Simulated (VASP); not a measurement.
Calculation: RPBE GGA, VASP's PBE PAW potentials (set 64) (plane waves; VASP).

VASP input:

KPOINTS:
```
Automatic mesh
0
Gamma
15 15 8
0 0 0
```

### INCAR
```
ALGO  =  Normal
EDIFF  =  1E-7
EDIFFG  =  -0.01
ENCUT  =  520
GGA  =  RP
IBRION  =  2
ISIF  =  4
ISMEAR  =  1
LASPH  =  T
LCHARG  =  F
LMAXMIX  =  4
LREAL  =  F
LWAVE  =  F
NELM  =  100
NSW  =  30
PREC  =  Accurate
SIGMA  =  0.1
SYSTEM  =  Zn
```

**POSCAR**
```
Zn
1.0
  1.3715675392  -2.3756251213   0.0000000000
  1.3715675392   2.3756251213   0.0000000000
  0.0000000000   0.0000000000   4.9900337014
Zn
2
Cartesian
  1.3715675392   0.7918766242   1.2475084253
  1.3715675392  -0.7918766242   3.7425252760
```

POTCAR, in this order: Zn (PBE.64 set). Program: vasp_std.

What VASP printed:

**OSZICAR**
```
       N       E                     dE             d eps       ncg     rms          rms(c)
DAV:   1     0.961733316944E+02    0.96173E+02   -0.12729E+04  4368   0.231E+03
DAV:   2     0.112265245409E+01   -0.95051E+02   -0.93896E+02  4424   0.300E+02
DAV:   3    -0.158478786680E+01   -0.27074E+01   -0.27028E+01  5472   0.617E+01
DAV:   4    -0.159289890865E+01   -0.81110E-02   -0.81107E-02  5064   0.349E+00
DAV:   5    -0.159291189357E+01   -0.12985E-04   -0.12985E-04  5336   0.114E-01    0.342E+00
DAV:   6    -0.147258964478E+01    0.12032E+00   -0.65737E-01  4544   0.175E+01    0.273E+00
DAV:   7    -0.147136751688E+01    0.12221E-02   -0.18876E-02  4920   0.239E+00    0.140E+00
DAV:   8    -0.147065122073E+01    0.71630E-03   -0.23668E-03  5112   0.781E-01    0.508E-02
DAV:   9    -0.147071164868E+01   -0.60428E-04   -0.25939E-04  5944   0.225E-01    0.286E-02
DAV:  10    -0.147071544221E+01   -0.37935E-05   -0.20195E-05  4928   0.671E-02    0.366E-03
DAV:  11    -0.147071505839E+01    0.38381E-06   -0.16939E-07  4536   0.445E-03    0.135E-03
DAV:  12    -0.147071479353E+01    0.26487E-06   -0.44685E-08  2712   0.420E-03    0.609E-05
DAV:  13    -0.147071479074E+01    0.27821E-08   -0.71775E-09  2592   0.966E-04
   1 F= -.14707148E+01 E0= -.14707385E+01  d E =-.147071E+01
       N       E                     dE             d eps       ncg     rms          rms(c)
DAV:   1    -0.151391557296E+01   -0.43201E-01   -0.80736E-01  4968   0.864E+00    0.123E+00
DAV:   2    -0.149091863841E+01    0.22997E-01   -0.23068E-02  4648   0.285E+00    0.740E-01
DAV:   3    -0.147826597202E+01    0.12653E-01   -0.15690E-02  5968   0.223E+00    0.699E-02
DAV:   4    -0.147843506170E+01   -0.16909E-03   -0.19775E-03  4592   0.526E-01    0.494E-02
DAV:   5    -0.147843683481E+01   -0.17731E-05   -0.22328E-05  5088   0.980E-02    0.121E-02
DAV:   6    -0.147843515990E+01    0.16749E-05   -0.35422E-06  5280   0.289E-02    0.109E-03
DAV:   7    -0.147843517446E+01   -0.14557E-07   -0.12102E-07  3304   0.336E-03
   2 F= -.14784352E+01 E0= -.14783809E+01  d E =-.772038E-02
       N       E                     dE             d eps       ncg     rms          rms(c)
DAV:   1    -0.182405650614E+01   -0.34562E+00   -0.72790E+00  5000   0.260E+01    0.367E+00
DAV:   2    -0.160864544521E+01    0.21541E+00   -0.22860E-01  4640   0.761E+00    0.221E+00
DAV:   3    -0.149212762548E+01    0.11652E+00   -0.16179E-01  5544   0.592E+00    0.236E-01
DAV:   4    -0.149338045459E+01   -0.12528E-02   -0.15591E-02  4528   0.145E+00    0.169E-01
DAV:   5    -0.149335936032E+01    0.21094E-04   -0.29540E-04  5008   0.215E-01    0.321E-02
DAV:   6    -0.149333549033E+01    0.23870E-04   -0.33412E-05  4992   0.953E-02    0.340E-03
DAV:   7    -0.149333593489E+01   -0.44455E-06   -0.39368E-06  4888   0.235E-02    0.132E-03
DAV:   8    -0.149333614475E+01   -0.20986E-06   -0.84013E-08  2728   0.658E-03    0.602E-04
DAV:   9    -0.149333613629E+01    0.84624E-08   -0.29151E-08  2344   0.364E-03
   3 F= -.14933361E+01 E0= -.14932227E+01  d E =-.226213E-01
       N       E                     dE             d eps       ncg     rms          rms(c)
DAV:   1    -0.149652445743E+01   -0.31883E-02   -0.68897E-02  5048   0.253E+00    0.356E-01
DAV:   2    -0.149450027074E+01    0.20242E-02   -0.18660E-03  4624   0.815E-01    0.214E-01
DAV:   3    -0.149340953413E+01    0.10907E-02   -0.14277E-03  5808   0.627E-01    0.220E-02
DAV:   4    -0.149342354466E+01   -0.14011E-04   -0.16943E-04  4488   0.155E-01    0.150E-02
DAV:   5    -0.149342349238E+01    0.52278E-07   -0.21801E-06  5384   0.332E-02    0.282E-03
DAV:   6    -0.149342338029E+01    0.11209E-06   -0.35161E-07  4016   0.115E-02    0.763E-04
DAV:   7    -0.149342338655E+01   -0.62623E-08   -0.31258E-08  2280   0.206E-03
   4 F= -.14934234E+01 E0= -.14933267E+01  d E =-.227086E-01
```

File OUTCAR:
```
------------------------ aborting loop because EDIFF is reached ----------------------------------------
  FORCE on cell =-STRESS in cart. coord.  units (eV):
  Direction    XX          YY          ZZ          XY          YZ          ZX
  --------------------------------------------------------------------------------------
  Total       -0.1110394     -0.1110394     -0.1316495      0.0000000      0.0000000     -0.0000000
  in kB       -5.4709020     -5.4709039     -6.4863634      0.0000000      0.0000000     -0.0000000
  external PRESSURE =      -5.8093898 kB  Pullay stress =       0.0000000 kB
  volume of cell :       32.52
      direct lattice vectors                 reciprocal lattice vectors
     1.339682918 -2.320399276  0.000000000     0.373222644 -0.215480157  0.000000000
     1.339682918  2.320399276  0.000000000     0.373222644  0.215480157  0.000000000
     0.000000000  0.000000000  5.230387255    -0.000000000  0.000000000  0.191190432
 POSITION                                       TOTAL-FORCE (eV/Angst)
 -----------------------------------------------------------------------------------
      1.33968      0.77347      1.30760        -0.000000     -0.000000     -0.000000
      1.33968     -0.77347      3.92279         0.000000      0.000000      0.000000
 -----------------------------------------------------------------------------------
    total drift:                                0.000000      0.000078      0.000003
  FREE ENERGIE OF THE ION-ELECTRON SYSTEM (eV)
  ---------------------------------------------------
  free  energy   TOTEN  =        -1.4934233865 eV

  energy  without entropy=       -1.4931332501  energy(sigma->0) =       -1.49332667

 reached required accuracy - stopping structural energy minimisation
```
(Selected blocks of OUTCAR.)

### CONTCAR
```
Zn
   1.00000000000000
     1.3396829175947023   -2.3203992761356678    0.0000000000000000
     1.3396829175947023    2.3203992761356678    0.0000000000000000
     0.0000000000000000    0.0000000000000000    5.2303872554102959
  Zn
     2
Direct
     0.3333330000000032    0.6666669999999968    0.2500000000000000
     0.6666669999999968    0.3333330000000032    0.7500000000000000
```

The compound is Zn in the hcp structure. This cell is one point of a volume scan, at 1.03 of the reference volume. Symmetry was kept, so distortions that lower it aren't found.
